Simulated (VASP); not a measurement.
Consider the following.

```
CELL_PARAMETERS angstrom
      2.20143    -3.79308     0.00000
      2.20143     3.79308     0.00000
      0.00000     0.00000     4.52477
ATOMIC_POSITIONS crystal
  Ga 0.15552 0.84448 0.91763
  Ga 0.34448 0.65552 0.41763
  Ga 0.65552 0.34448 0.58237
  Ga 0.84448 0.15552 0.08237
```

These are PBEsol GGA, VASP's PBE PAW potentials (set 64) (plane waves; VASP) values and carry that method's errors. Run with 400 eV cut-off, 9×9×8 Γ-centred mesh, tetrahedra with Blöchl corrections, potentials Ga_d.

### Question
Predict the energy per atom (σ→0), band gap (on the k-mesh) with the smallest direct gap where there is one.

### Answer

The band gap (on the k-mesh) is none (metal, semimetal or under 0.01 eV). The energy per atom (σ→0) is -3.349 eV/atom.

Total energies compare only between runs with the same potentials, cut-off and functional.

The compound is Ga in the alpha structure. It was relaxed first.
